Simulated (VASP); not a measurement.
Input for VASP

INCAR:
```
SYSTEM = Zr3Sc
PREC = Accurate; ENCUT = 300; LREAL = .FALSE.
LASPH = .TRUE.
EDIFF = 1E-6; NELM = 100; ALGO = Normal
LMAXMIX = 4
ISMEAR = 0; SIGMA = 0.272
ISIF = 2
LWAVE = .FALSE.; LCHARG = .FALSE.
```

### POSCAR
```
Zr3Sc
3.8362390
  0.0000000000   1.0000000000   1.0000000000
  1.0000000000   0.0000000000   1.0000000000
  1.0000000000   1.0000000000   0.0000000000
Sc Zr
1 3
Direct
  0.0000000000   0.0000000000   0.0000000000
  0.5000000000   0.5000000000   0.5000000000
  0.2500000000   0.2500000000   0.2500000000
  0.7500000000   0.7500000000   0.7500000000
```

**KPOINTS**
```
Automatic mesh
0
Gamma
5 5 5
0 0 0
```

POTCAR, in this order: Sc_sv Zr_sv (LDA.64 set). Program: vasp_std.

Q: Write an equivalent input for Quantum ESPRESSO's pw.x.

A: One equivalent input (not run):
```
&CONTROL
  calculation = 'scf'
  pseudo_dir = './pseudo'
  outdir = './out'
  tprnfor = .true.
  tstress = .true.
/
&SYSTEM
  ibrav = 0
  nat = 4
  ntyp = 2
  ecutwfc = 78
  occupations = 'smearing'
  smearing = 'gaussian'
  degauss = 0.01999
  input_dft = 'pz'
/
&ELECTRONS
  conv_thr = 7.3e-08
  electron_maxstep = 100
/
ATOMIC_SPECIES
  Sc 44.956 Sc.upf
  Zr 91.224 Zr.upf
CELL_PARAMETERS angstrom
     0.0000000    3.8362390    3.8362390
     3.8362390    0.0000000    3.8362390
     3.8362390    3.8362390    0.0000000
ATOMIC_POSITIONS crystal
  Sc   0.0000000  0.0000000  0.0000000
  Zr   0.5000000  0.5000000  0.5000000
  Zr   0.2500000  0.2500000  0.2500000
  Zr   0.7500000  0.7500000  0.7500000
K_POINTS automatic
  5 5 5 0 0 0
```
Limits of the translation: the potentials are each code's own (VASP's PAW set, PseudoDojo norm-conserving files in pw.x), so ENCUT and ecutwfc are chosen apart and not converted; conv_thr bounds pw.x's estimated SCF error, while EDIFF bounds the energy change between steps.

The structure was generated: Zr3Sc was put into an ordered model structure, which need not be its known phase. The cell was not relaxed at this level. The run is one of a series of settings (GGA removed, POTCAR Sc_sv Zr_sv (LDA.64 set) against the base run), some of them coarse on purpose.
